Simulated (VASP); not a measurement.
Crystal: KBr.

```
K Br
1.0
     0.00000    3.30000    3.30000
     3.30000    0.00000    3.30000
     3.30000    3.30000    0.00000
K Br
1 1
Direct
  0.00000 0.00000 0.00000
  0.50000 0.50000 0.50000
```

| Property | Result |
| --- | --- |
| Program | VASP 6.6.1 |
| Task | relaxation of cell and atoms |
| Functional | PBE |
| Potentials or basis | VASP PAW PBE potentials, release 64 (K_sv, Br) |
| Cutoff | 600 eV |
| k mesh | 8 × 8 × 8 |
| Occupations | gaussian, width 0.03 eV |
| Spin | no spin polarisation |

At the start: pressure 0.8 GPa; volume 35.94 Å³/atom.

Task: How do energy, volume and symmetry change on relaxing?

Result: Over 3 steps the energy falls by 4.2 meV/atom and the volume is 37.64 Å³/atom (+4.7 %); space group Fm-3m (No. 225, to 0.05 Å).

The path:
```tsv
step	energy change (eV)	largest force (eV/Å)	pressure (GPa)	volume (Å³)
1	0.0000	0.0000	0.77	71.87
2	-0.0063	0.0000	0.35	73.69
3	-0.0084	0.0000	0.04	75.28
```

Final structure:
```xyz
2
Lattice="0.0000 3.3514 3.3514 3.3514 0.0000 3.3514 3.3514 3.3514 0.0000" Properties=species:S:1:pos:R:3 pbc="T T T"
K     0.0000    0.0000    0.0000
Br    3.3514    3.3514    3.3514
```
